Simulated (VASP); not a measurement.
OSZICAR of a VASP run on Fe$_{3}$Rh (atoms displaced from the space group 225 structure):

**OSZICAR**
```
       N       E                     dE             d eps       ncg     rms          rms(c)
DAV:   1     0.243233837858E+03    0.24323E+03   -0.14524E+04 36776   0.107E+03
DAV:   2    -0.250219821565E+02   -0.26826E+03   -0.25134E+03 31314   0.314E+02
DAV:   3    -0.380859084782E+02   -0.13064E+02   -0.12007E+02 35528   0.842E+01
DAV:   4    -0.383070907083E+02   -0.22118E+00   -0.22071E+00 34626   0.114E+01
DAV:   5    -0.383128538556E+02   -0.57631E-02   -0.57626E-02 40786   0.168E+00    0.232E+01
DAV:   6    -0.423814581962E+02   -0.40686E+01   -0.40493E+01 35508   0.951E+01    0.390E+01
DAV:   7    -0.353693492743E+02    0.70121E+01   -0.37920E+01 39720   0.734E+01    0.140E+01
DAV:   8    -0.377376702591E+02   -0.23683E+01   -0.74456E+00 42966   0.554E+01    0.286E+01
DAV:   9    -0.347053329937E+02    0.30323E+01   -0.92226E+00 40644   0.277E+01    0.655E+00
DAV:  10    -0.346948781163E+02    0.10455E-01   -0.31214E-01 41282   0.743E+00    0.374E+00
DAV:  11    -0.347077950711E+02   -0.12917E-01   -0.12395E-01 47272   0.674E+00    0.265E+00
DAV:  12    -0.346999499105E+02    0.78452E-02   -0.72357E-02 45860   0.578E+00    0.151E+00
DAV:  13    -0.347052954145E+02   -0.53455E-02   -0.15776E-02 47094   0.236E+00    0.111E+00
DAV:  14    -0.347006883834E+02    0.46070E-02   -0.49560E-03 44866   0.158E+00    0.552E-01
DAV:  15    -0.347019412714E+02   -0.12529E-02   -0.27394E-03 45464   0.626E-01    0.280E-01
DAV:  16    -0.347018287979E+02    0.11247E-03   -0.55962E-04 44688   0.601E-01    0.974E-02
DAV:  17    -0.347018349013E+02   -0.61034E-05   -0.11988E-04 47318   0.238E-01    0.492E-02
DAV:  18    -0.347018294624E+02    0.54389E-05   -0.13251E-05 44830   0.699E-02    0.222E-02
DAV:  19    -0.347018309059E+02   -0.14436E-05   -0.35404E-06 30352   0.383E-02    0.105E-02
DAV:  20    -0.347018304691E+02    0.43680E-06   -0.65441E-07 18336   0.128E-02
   1 F= -.34701830E+02 E0= -.34655417E+02  d E =-.928261E-01  mag=     9.1641
```

Question: Which electronic solver shows in the log?

Answer: It is blocked Davidson (ALGO = Normal, or the opening steps of other solvers). The INCAR had ALGO = Normal.

Question: How was spin treated?

Answer: Collinear spin (ISPIN = 2): the summary line carries one mag value, 9.16 μB in the cell.

Question: Can the final energy be trusted as converged?

Answer: Self-consistency was reached. It stopped with EDIFF = 1E-6, NELM = 100 (PBEsol GGA, plane waves, VASP's PBE PAW potentials (set 64)).  The run has a spin-polarised start.

The structure comes from a computed database's Fe3Rh entry; how it stands against other phases isn't given here. The cell was not relaxed at this level, atoms are displaced from their ideal sites.
